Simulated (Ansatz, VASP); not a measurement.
# Two plane-wave programs on MgGaC4N4

```xyz
10
Lattice="5.9799 0.0000 0.0000 0.0000 5.9799 0.0000 0.0000 0.0000 5.9799" Properties=species:S:1:pos:R:3 pbc="T T T"
Mg    2.9899    2.9899    2.9899
Ga    0.0000    0.0000    0.0000
C     1.1349    1.1349    1.1349
C     1.1349    4.8449    4.8449
C     4.8449    1.1349    4.8449
C     4.8449    4.8449    1.1349
N     1.8116    1.8116    1.8116
N     1.8116    4.1682    4.1682
N     4.1682    1.8116    4.1682
N     4.1682    4.1682    1.8116
```

Alike in both runs: functional PBE; k mesh 4 × 4 × 4; occupations gaussian, width 0.1 eV; no spin polarisation.

Ansatz relaxed the structure, and its values are those at the end. VASP's run is a single point on that final structure, the one shown.

|  | VASP | Ansatz |
| --- | --- | --- |
| version | VASP 6.6.1 | Ansatz 0.2.0 |
| potentials or method | VASP PAW PBE potentials, release 64 (Mg, Ga_d, C, N) | scalar-relativistic, plane waves, PAW |
| plane-wave cutoff (eV) | 520 | 420 |
| valence electrons in the cell | 51 | 59 |

Ansatz gave:

```
gap on the k mesh at the Fermi level (eV) : none
pressure (GPa)                            : 0.2
rms of the force components (eV/Å)        : 0.022
```

Q: What did VASP give for the same quantities?

A: gap on the k mesh at the Fermi level (eV): none; pressure (GPa): 0.4; rms of the force components (eV/Å): 0.188.

A gap of «none» marks a metal or a gap that the smearing closes. One of these differences is far larger than is usual between the two programs; its cause wasn't traced. The functional is the same, so the differences come from potentials, cutoffs and numerics. The two sets of potentials don't hold the same shells in valence.

Caveats: the standard files for N, O and F lose accuracy on very short bonds.
